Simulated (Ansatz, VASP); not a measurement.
# SnTe in two plane-wave programs

Aim: how closely do two programs agree when they are given the same cell, functional and k mesh? The cell is taken from a series of runs on this material, whose earlier steps may have relaxed, scaled, displaced or heated it; both programs get it as it stands.

Program: Ansatz 0.2.0. Level of theory: plane waves, with VASP 6.6.1 beside it; zone-centre phonons at PBEsol. Results are calculated unless marked as measured.

## Step 1: The starting structure

Symmetry: Fm-3m, No. 225, cubic system. The conventional cell has a = 6.330 Å, b = 6.330 Å, c = 6.330 Å, α = 90.00°, β = 90.00°, γ = 90.00°. Nearest to Sn lie 6 Te at 3.16 Å. Nearest to Te lie 6 Sn at 3.16 Å. Farther neighbours and most contacts between anions are not listed.

As a file:

```cif
data_structure
_symmetry_space_group_name_H-M 'P 1'
_symmetry_Int_Tables_number 1
_cell_length_a 4.4759
_cell_length_b 4.4759
_cell_length_c 4.4759
_cell_angle_alpha 60.000
_cell_angle_beta 60.000
_cell_angle_gamma 60.000
_cell_volume 63.41
loop_
_atom_site_label
_atom_site_type_symbol
_atom_site_fract_x
_atom_site_fract_y
_atom_site_fract_z
_atom_site_occupancy
Sn1 Sn 0.00000 0.00000 0.00000 1
Te2 Te 0.50000 0.50000 0.50000 1
```

## Step 2: VASP: zone-centre phonons, PBEsol, pair 1

Second derivatives magnify differences that forces hide, and they need a tight electronic threshold.

Lines of VASP's logs that name or quote its potential files are left out, and so is its time.

INCAR reads:

```
SYSTEM = SnTe
PREC = Accurate
ENCUT = 500
EDIFF = 1E-08
NELM = 120
ISMEAR = 0
SIGMA = 0.01
LREAL = .FALSE.
ALGO = Normal
GGA = PS
NBANDS = 16
LORBIT = 11
LWAVE = .FALSE.
LCHARG = .FALSE.
ISIF = 2
IBRION = 8
LASPH = .TRUE.
GGA_COMPAT = .FALSE.
EFERMI = MIDGAP
KPAR = 2
```

POSCAR reads:

```
SnTe
1.0
    0.0000000000      3.1649537168      3.1649537168
    3.1649537168      0.0000000000      3.1649537168
    3.1649537168      3.1649537168      0.0000000000
Sn Te
1 1
Direct
    0.0000000000      0.0000000000      0.0000000000
    0.5000000000      0.5000000000      0.5000000000
```

KPOINTS reads:

```
Automatic mesh
0
Gamma
12 12 12
0 0 0
```

The projector-augmented-wave data sets are Sn_d and Te (PBE family, release 64).

Run with:

```console
mpirun -np 2 vasp_std
```

Numbers of over 12 decimals in the logs are rounded to 6 here.

What it wrote:

```text
[banner, memory and clock lines left out]
running    2 mpi-ranks, on    1 nodes
 distrk:  each k-point on    1 cores,    2 groups
 distr:  one band on    1 cores,    1 groups

 POSCAR found type information on POSCAR SnTe
 POSCAR found :  2 types and       2 ions
|                                                                             |
|               ----> ADVICE to this user running VASP <----                  |
|                                                                             |
|     You enforced a specific xc type in the INCAR file but a different       |
|     [... a line on the potential file left out ...]
|     I HOPE YOU KNOW WHAT YOU ARE DOING!                                     |
|                                                                             |

 LDA part: xc-table for (Slater+PW92), standard interpolation
 POSCAR, INCAR and KPOINTS ok, starting setup
 FFT: planning ... GRIDC
 FFT: planning ... GRID_SOFT
 FFT: planning ... GRID
 WAVECAR not read
 entering main loop
       N       E                     dE             d eps       ncg     rms          rms(c)
DAV:   1     0.121542099622E+03    0.12154E+03   -0.94699E+03  2320   0.140E+03
DAV:   2     0.171938037879E+01   -0.11982E+03   -0.11707E+03  2552   0.343E+02
DAV:   3    -0.811175456311E+01   -0.98311E+01   -0.98020E+01  2856   0.867E+01
DAV:   4    -0.838452383317E+01   -0.27277E+00   -0.27272E+00  2808   0.158E+01
DAV:   5    -0.839597101428E+01   -0.11447E-01   -0.11447E-01  3360   0.294E+00    0.452E+00
DAV:   6    -0.833846681783E+01    0.57504E-01   -0.13217E-01  3176   0.286E+00    0.284E+00
DAV:   7    -0.833632405662E+01    0.21428E-02   -0.45969E-02  3040   0.132E+00    0.746E-01
DAV:   8    -0.833586724257E+01    0.45681E-03   -0.65597E-03  2912   0.708E-01    0.142E-01
DAV:   9    -0.833592080241E+01   -0.53560E-04   -0.54082E-04  3264   0.212E-01    0.317E-02
DAV:  10    -0.833590826668E+01    0.12536E-04   -0.55123E-05  3008   0.666E-02    0.212E-02
DAV:  11    -0.833590785507E+01    0.41161E-06   -0.25105E-05  3168   0.412E-02    0.227E-02
DAV:  12    -0.833590777752E+01    0.77551E-07   -0.16341E-06  2632   0.858E-03    0.121E-02
DAV:  13    -0.833590763561E+01    0.14191E-06   -0.67686E-08  3312   0.193E-03    0.760E-03
DAV:  14    -0.833590756657E+01    0.69043E-07   -0.22069E-07  3024   0.525E-03    0.408E-04
DAV:  15    -0.833590754214E+01    0.24430E-07   -0.14873E-08  2160   0.853E-04    0.696E-04
DAV:  16    -0.833590755801E+01   -0.15873E-07   -0.61362E-10  1512   0.248E-04    0.300E-04
DAV:  17    -0.833590756983E+01   -0.11823E-07   -0.26200E-10  1440   0.209E-04    0.160E-04
DAV:  18    -0.833590757132E+01   -0.14848E-08   -0.60893E-11  1384   0.934E-05
   1 F= -.83359076E+01 E0= -.83359076E+01  d E =-.820767E-16
 Linear response reoptimize wavefunctions to high precision
DAV:   1    -0.833590757109E+01    0.22601E-09   -0.28733E-11  1592   0.409E-05
DAV:   2    -0.833590757107E+01    0.23647E-10   -0.57729E-12  1392   0.227E-05
 Linear response DOF=           2
 Linear response progress:
  Degree of freedom:   1/  2
       N       E                     dE             d eps       ncg     rms          rms(c)
RMM:   1    -0.215577301249E+00   -0.21558E+00    0.28365E-01  6323   0.103E+01
RMM:   2    -0.220727229006E+00   -0.51499E-02   -0.12057E-02  9176   0.866E-01    0.774E-02
RMM:   3    -0.220570304992E+00    0.15692E-03   -0.94706E-04 10126   0.244E-01    0.414E-02
RMM:   4    -0.220278658339E+00    0.29165E-03   -0.84269E-05 10095   0.733E-02    0.856E-03
RMM:   5    -0.220263414545E+00    0.15244E-04   -0.79344E-06 10413   0.225E-02    0.366E-03
RMM:   6    -0.220268036390E+00   -0.46218E-05   -0.12404E-06 10224   0.773E-03    0.138E-03
RMM:   7    -0.220268153156E+00   -0.11677E-06   -0.31971E-07 10522   0.300E-03    0.715E-04
RMM:   8    -0.220265275615E+00    0.28775E-05    0.17137E-07 10163   0.130E-03    0.137E-04
RMM:   9    -0.220265397778E+00   -0.12216E-06    0.37516E-07 10850   0.573E-04    0.209E-04
RMM:  10    -0.220265201243E+00    0.19653E-06    0.38059E-07 10699   0.274E-04    0.171E-04
RMM:  11    -0.220265284003E+00   -0.82760E-07    0.24983E-07 11128   0.139E-04    0.339E-04
RMM:  12    -0.220264852501E+00    0.43150E-06    0.11202E-07 10098   0.968E-05    0.935E-05
RMM:  13    -0.220264723351E+00    0.12915E-06    0.57567E-08 10729   0.521E-05    0.137E-05
RMM:  14    -0.220264692751E+00    0.30600E-07    0.19920E-08 11050   0.278E-05    0.424E-06
RMM:  15    -0.220264633948E+00    0.58803E-07    0.13315E-08 10230   0.198E-05    0.629E-06
RMM:  16    -0.220264632302E+00    0.16455E-08    0.45292E-09  9313   0.137E-05    0.261E-06
 first order change of Fermi-energy   0.12000E-03
 force on displaced ion       1 direction 1 :   0.015   0.000   0.000
 Linear response progress:
  Degree of freedom:   2/  2
       N       E                     dE             d eps       ncg     rms          rms(c)
RMM:   1    -0.469595018535E-01   -0.46960E-01    0.68171E-02 11084   0.853E-01
RMM:   2    -0.476070005685E-01   -0.64750E-03   -0.19704E-03  9796   0.213E-01    0.598E-02
RMM:   3    -0.477900983474E-01   -0.18310E-03   -0.16406E-04  9922   0.614E-02    0.462E-02
RMM:   4    -0.480557508324E-01   -0.26565E-03   -0.23946E-05  9824   0.301E-02    0.590E-03
RMM:   5    -0.480695762324E-01   -0.13825E-04   -0.99644E-07 10126   0.714E-03    0.306E-03
RMM:   6    -0.480656974721E-01    0.38788E-05   -0.96667E-08  9802   0.207E-03    0.613E-04
RMM:   7    -0.480656142098E-01    0.83262E-07    0.34459E-09 10019   0.463E-04    0.135E-04
RMM:   8    -0.480655609886E-01    0.53221E-07   -0.38008E-09 10042   0.157E-04    0.254E-05
RMM:   9    -0.480653992821E-01    0.16171E-06    0.32296E-07 10470   0.508E-05    0.189E-05
RMM:  10    -0.480654772046E-01   -0.77923E-07    0.14398E-08 10379   0.168E-05    0.327E-06
RMM:  11    -0.480654682322E-01    0.89724E-08    0.24990E-08  9761   0.825E-06    0.119E-06
 first order change of Fermi-energy   0.92961E-04
 force on displaced ion       2 direction 1 :   0.037   0.000   0.000
 Linear response finished
```

From OUTCAR (step 2):

```text
ion  position               nearest neighbor table
   1  0.000  0.000  0.000-   2 3.16   2 3.16   2 3.16   2 3.16   2 3.16   2 3.16
   2  0.500  0.500  0.500-   1 3.16   1 3.16   1 3.16   1 3.16   1 3.16   1 3.16

  LATTYP: Found a face centered cubic cell.
 ALAT       =     6.3299074336

 Subroutine GETGRP returns: Found 48 space group operations
 (whereof 48 operations were pure point group operations)

The static configuration has the point symmetry O_h .

 Found     72 irreducible k-points:

   k-points           NKPTS =     72   k-points in BZ     NKDIM =     72   number of bands    NBANDS=     16

   dimension x,y,z NGX =    36 NGY =   36 NGZ =   36
   dimension x,y,z NGXF=    72 NGYF=   72 NGZF=   72

   ENCUT  =  500.0 eV  36.75 Ry    6.06 a.u.   8.16  8.16  8.16*2*pi/ulx,y,z

   NELECT =      20.0000    total number of electrons

 k-points in reciprocal lattice and weights: Automatic mesh
   0.00000000  0.00000000  0.00000000       0.001
   0.08333333  0.00000000  0.00000000       0.005
   0.16666667  0.00000000  0.00000000       0.005
   0.25000000  0.00000000  0.00000000       0.005
   0.33333333  0.00000000  0.00000000       0.005
   0.41666667  0.00000000  0.00000000       0.005
   0.50000000  0.00000000  0.00000000       0.002
   0.08333333  0.08333333  0.00000000       0.003
   0.16666667  0.08333333  0.00000000       0.014
[...]
-0.33333333  0.50000000  0.16666667       0.007
  -0.25000000  0.50000000  0.25000000       0.003

 average (electrostatic) potential at core
       1-100.5748       2 -87.8330

  Total       -0.3497112     -0.3497112     -0.3497112      0.0000000      0.0000000     -0.0000000
  in kB       -8.8366586     -8.8366586     -8.8366586      0.0000000      0.0000000     -0.0000000
  external PRESSURE =      -8.8366586 kB  Pullay stress =       0.0000000 kB

  energy-cutoff  :      500.00
  volume of cell :       63.41
      direct lattice vectors                 reciprocal lattice vectors
     0.000000000  3.164953717  3.164953717    -0.157980193  0.157980193  0.157980193
     3.164953717  0.000000000  3.164953717     0.157980193 -0.157980193  0.157980193
     3.164953717  3.164953717  0.000000000     0.157980193  0.157980193 -0.157980193

 POSITION                                       TOTAL-FORCE (eV/Angst)
 -----------------------------------------------------------------------------------
      0.00000      0.00000      0.00000         0.000000      0.000000      0.000000
      3.16495      3.16495      3.16495        -0.000000     -0.000000     -0.000000
 -----------------------------------------------------------------------------------
    total drift:                               -0.000000      0.000000      0.000000

 Eigenvectors and eigenvalues of the dynamical matrix
 ----------------------------------------------------

   1 f  =    0.064636 THz     0.406118 2PiTHz    2.156016 cm-1     0.267312 meV
             X         Y         Z           dx          dy          dz
      0.000000  0.000000  0.000000     0.454165    0.642248    0.234666
      3.164954  3.164954  3.164954     0.315991    0.446852    0.163272

   2 f  =    0.064636 THz     0.406118 2PiTHz    2.156016 cm-1     0.267312 meV
             X         Y         Z           dx          dy          dz
      0.000000  0.000000  0.000000     0.681434   -0.448419   -0.091565
      3.164954  3.164954  3.164954     0.474116   -0.311993   -0.063707

   3 f  =    0.064636 THz     0.406118 2PiTHz    2.156016 cm-1     0.267312 meV
             X         Y         Z           dx          dy          dz
      0.000000  0.000000  0.000000    -0.056552   -0.245467    0.781258
      3.164954  3.164954  3.164954    -0.039347   -0.170787    0.543570

   4 f/i=    0.326271 THz     2.050020 2PiTHz   10.883224 cm-1     1.349347 meV
             X         Y         Z           dx          dy          dz
      0.000000  0.000000  0.000000    -0.571125   -0.000000    0.000000
      3.164954  3.164954  3.164954     0.820863    0.000000    0.000000

   5 f/i=    0.326271 THz     2.050020 2PiTHz   10.883224 cm-1     1.349347 meV
             X         Y         Z           dx          dy          dz
      0.000000  0.000000  0.000000    -0.000000    0.571125    0.000000
      3.164954  3.164954  3.164954     0.000000   -0.820863   -0.000000

   6 f/i=    0.326271 THz     2.050020 2PiTHz   10.883224 cm-1     1.349347 meV
             X         Y         Z           dx          dy          dz
      0.000000  0.000000  0.000000     0.000000    0.000000   -0.571125
      3.164954  3.164954  3.164954     0.000000   -0.000000    0.820863

 ELASTIC MODULI CONTR FROM IONIC RELAXATION (kBar)
 Direction    XX          YY          ZZ          XY          YZ          ZX
 --------------------------------------------------------------------------------
 XX           0.0000      0.0000      0.0000      0.0000      0.0000      0.0000
 YY           0.0000      0.0000      0.0000      0.0000      0.0000      0.0000
 ZZ           0.0000      0.0000      0.0000      0.0000      0.0000      0.0000
 XY           0.0000      0.0000      0.0000      0.0000      0.0000      0.0000
 YZ           0.0000      0.0000      0.0000      0.0000      0.0000      0.0000
 ZX           0.0000      0.0000      0.0000      0.0000      0.0000      0.0000
 --------------------------------------------------------------------------------
```

## Step 3: Ansatz: zone-centre phonons, PBEsol, pair 1

Ansatz runs on its PAW soft_1 files.

The same cell, functional, mesh and smearing now go to Ansatz, which takes its cutoff from its data sets.

input.yaml reads:

```yaml
crystal:
  lattice:
    - [0.0, 3.1649537168, 3.1649537168]
    - [3.1649537168, 0.0, 3.1649537168]
    - [3.1649537168, 3.1649537168, 0.0]
  atoms:
    - { symbol: Sn, position: [0.0, 0.0, 0.0] }
    - { symbol: Te, position: [0.5, 0.5, 0.5] }
kpoints:
  mp_grid: { grid: [12, 12, 12] }
hamiltonian:
  xc: pbesol
  pseudopotentials: { kind: paw, azcp: { folder: soft_1 }, xc_functional: pbe }
scf:
  occupations: { method: gaussian, width: 0.01 }
output:
  eigenvalues: true
phonons:
  method: dfpt
```

Run with:

```console
ansatz run input.yaml --threads 4 --pin off --max-ram 10240MiB --backend cpu --events-out ev --progress --plain --runs-dir out
```

What it wrote:

```text
Engine: ansatz 0.2.0, x86_64-unknown-linux-gnu
Pseudopotentials: kind: paw
Pseudopotential: Sn, paw, valence charge 14, recommended cutoff 420 eV (normal), soft_1/Sn.paw.azcp
Pseudopotential: Te, paw, valence charge 16, recommended cutoff 420 eV (normal), soft_1/Te.paw.azcp
Functional definition: PBEsol
  exchange = pbesol_x
  correlation = pbesol_c
Crystal: 2 atoms, lattice volume = 63.406 Å³
Basis set: ecut = 420 eV, 1243 PW (Γ), exchange–correlation on 60×60×60 points (8 copies of the dense FFT grid, shifted against one another)
Bands: 19, of which v1, the nominal top of the filled ones, is band 15 counted from 1 (14 counted from 0)
Symmetry: 48 space group operations
k-points: 163 of 1728 (irreducible under 8 space group operations, time reversal used)
Non-local potential: Sn, projectors of the file, l = 0: 2, l = 1: 2, l = 2: 2, l = 3: 1
Non-local potential: Te, projectors of the file, l = 0: 2, l = 1: 2, l = 2: 2, l = 3: 1
PAW form: soft (Blöchl's): semilocal exchange-correlation on the pseudo side does not see the compensation charge
PAW frozen core: Sn, regenerated for the run's functional, and the local potential with it (the file was generated under x = pbe(κ = 0.804, μ = 0.219515), c = pbe(β = 0.066725))
PAW frozen core: Te, regenerated for the run's functional, and the local potential with it (the file was generated under x = pbe(κ = 0.804, μ = 0.219515), c = pbe(β = 0.066725))
PAW one-centre angular grid: Sn, 590 points (default); XC on 64 Gauss nodes
PAW one-centre angular grid: Te, 590 points (default); XC on 64 Gauss nodes
Initial density: superposition of atomic densities (chi_scale 0.1, normalization cell, long waves kept (reshape's long-wave potential 0.00 eV rms))
Initial wavefunctions: pseudopotential atomic-orbital guess
Functional: x = pbesol(κ = 0.804, μ = 0.123457), c = pbesol(β = 0.046)
SCF iter   1: F=—  HF=-12852.011274 eV  |F-HF|=—  |Δ(HF+E_count)|=         —  Δρ=1.07e-2  dr2=7.55e-2  ethr=3.10e-3  ⟨swp⟩=7.6  Hψ=17924  notcnv=0
preconditioner: auto → none  [insulator: Δε(μ)=0.112 eV  Ē_g=8.607 eV  σ=0.010 eV  W_gap=1.00  n_scr=14 (ndim 8)  ℏωp=14.7 eV  f_vac=0.000  D(μ)=0.00/eV (n_scr^D=0)  ε∞_Penn≈3.9]
SCF iter   2: F=—  HF=-12852.004631 eV  |F-HF|=—  |Δ(HF+E_count)|=   6.64e-3  Δρ=5.37e-3  dr2=1.99e-2  ethr=2.52e-4  ⟨swp⟩=2.0  Hψ=5052  notcnv=0
SCF iter   3: F=—  HF=-12852.004243 eV  |F-HF|=—  |Δ(HF+E_count)|=   3.88e-4  Δρ=4.09e-4  dr2=4.13e-5  ethr=6.63e-5  ⟨swp⟩=3.2  Hψ=5809  notcnv=0
SCF iter   4: F=—  HF=-12852.004258 eV  |F-HF|=—  |Δ(HF+E_count)|=   1.50e-5  Δρ=1.11e-4  dr2=6.92e-6  ethr=1.38e-7  ⟨swp⟩=2.2  Hψ=6083  notcnv=0
SCF iter   5: F=—  HF=-12852.004255 eV  |F-HF|=—  |Δ(HF+E_count)|=   2.85e-6  Δρ=2.25e-5  dr2=8.54e-8  ethr=2.31e-8  ⟨swp⟩=2.0  Hψ=5542  notcnv=0
SCF iter   6: F=—  HF=-12852.004254 eV  |F-HF|=—  |Δ(HF+E_count)|=   8.55e-7  Δρ=5.70e-6  dr2=1.09e-8  ethr=2.85e-10  ⟨swp⟩=2.0  Hψ=5542  notcnv=0
SCF iter   7: F=—  HF=-12852.004254 eV  |F-HF|=—  |Δ(HF+E_count)|=   7.35e-9  Δρ=1.07e-6  dr2=5.14e-10  ethr=3.62e-11  ⟨swp⟩=2.0  Hψ=5542  notcnv=0
SCF iter   8: F=-12852.004254 eV  HF=-12852.004254 eV  |F-HF|=1.82e-12  |Δ(HF+E_count)|=  2.02e-10  Δρ=1.36e-7  dr2=6.78e-12  ethr=1.00e-12  ⟨swp⟩=5.5  Hψ=17926  notcnv=0
SCF 1 converged in 8 iterations: F = -12852.004254 eV  dr2 = 6.78e-12
  greatest PAW one-centre occupation: 0.998 electrons in one spin orbital (limit 2), on the Te atom at site 1 (counted from 0), in its partial waves of l = 2
DFPT response loops at Γ: preconditioner auto → Resta (q_TF=auto, 2.408 Å⁻¹)  ε∞=24.2 (no band partly filled); β = 1.00, the filter's whole step (`scf.mixing.beta` (0.50) is not read by the response loops at its default; to damp them type it under 1.00, their step now; it binds the ground state too); Broyden in place of MSR1
SCF converged after 8 iterations
Free energy (F): -12852.004254 eV
Harris-Foulkes:  -12852.004254 eV  (|F-HF|=1.82e-12)
Internal energy: -12852.004254 eV  (E = F + TS)
E sigma→0 (E₀):  -12852.004254 eV
Fermi energy:    9.355859 eV
--- Per-component energies (eV) ---
  E_band       = -361.244906
  E_kinetic    = 338.861686
  E_local      = -2704.633819  (includes V_loc(G=0)·N_el)
  E_nonlocal   = 215.458680
  E_hartree    = 1344.594167
  E_xc         = -246.163844
  E_vxc        = -182.060656  (∫ρ·V_xc dr)
  E_paw        = -8888.327247  (= ΣΔE_a)
  E_vpaw       = -718.059657  (= ΣTr[D̂ρ^β])
  E_aug_tail   = 0.000380  (compensation charges beyond the density's cutoff)
  E_ewald      = -2912.453908
  E_core_change = 0.659651  (= ΣΔE_core)
  E_smearing   = -0.000000  (= −TS)
  E_closure    = 0.000000  (closes the sum)
  Σ components = -12852.004254   (vs F -12852.004254, Δ=0.00e0)
--- Band table (eV; the first three rows and the last of 163) ---
  k-point 0: bands = [... 11 lower, 4.5751, 7.2514, 7.2514, 7.2514, 12.6521, 12.6521, 12.6521, 14.1087]
  k-point 1: bands = [... 11 lower, 4.2475, 7.2610, 7.2610, 7.4862, 12.3185, 12.3185, 12.3241, 14.0389]
  k-point 2: bands = [... 11 lower, 3.5167, 7.2935, 7.2935, 7.9440, 11.6286, 11.6286, 11.6455, 14.0665]
  k-point 162: bands = [... 11 lower, 2.0045, 4.5886, 4.5886, 8.5324, 10.1727, 13.9212, 13.9212, 15.3340]
--- Phonons (Γ-DFPT): 2 representative perturbations + reference, on 163 of 1728 k-points (Σ response iterations 6) ---
  k mesh reduced under 8 symmetry operations, with k and −k counted as one. Each operation leaves every solved perturbation unchanged. A smaller set is not used because it would not reduce the number of displacements times k-points to solve
  ASR residual: 9.845e-5 → 0.000e0 eV/Å²; symmetrization residual: 6.584e-6 eV/Å²
  ASR residual per site (eV/Å²): 4.41e-5 9.85e-5
  Γ frequencies (cm⁻¹): -18.30 -18.30 -18.30 0.00 0.00 0.00
  non-analytic LO–TO correction: not included (Born effective charges unavailable; polar crystals: no LO–TO splitting at Γ)
```

## Step 4: Differences

Known differences besides the potentials themselves: the data sets hold 30 valence electrons in Ansatz (on its PAW soft_1 files) and 20 in VASP; the cutoff is 420 eV in Ansatz and 500 eV in VASP; Ansatz makes its cores anew for this functional, VASP keeps those of its PBE data sets. Total energies have different zeros and are not compared.

Both answers:

| quantity | Ansatz | VASP | difference |
| --- | --- | --- | --- |
| optical mode 1 to 3 (imaginary, printed as negative) (cm⁻¹) | -18.3 | -10.9 | -7.4 |

Modes are paired by rising frequency, not by their patterns, so a pair may set unlike modes beside each other; they are those without the splitting of longitudinal modes.

(Part 1 of 2 ends here.)

[Lines on the potential files, build, host, timing and source positions are cut from VASP's logs without a mark.]

[Logs are printed without paths, hosts, clocks, repeated set-up lines and the standing remarks that a program may print on its own settings, such as how far it seeks lower states.]

[Hosts, paths, dates, database ids (printed as entryN), source tags and the programs' standing remarks are cut or masked in the printed files.]
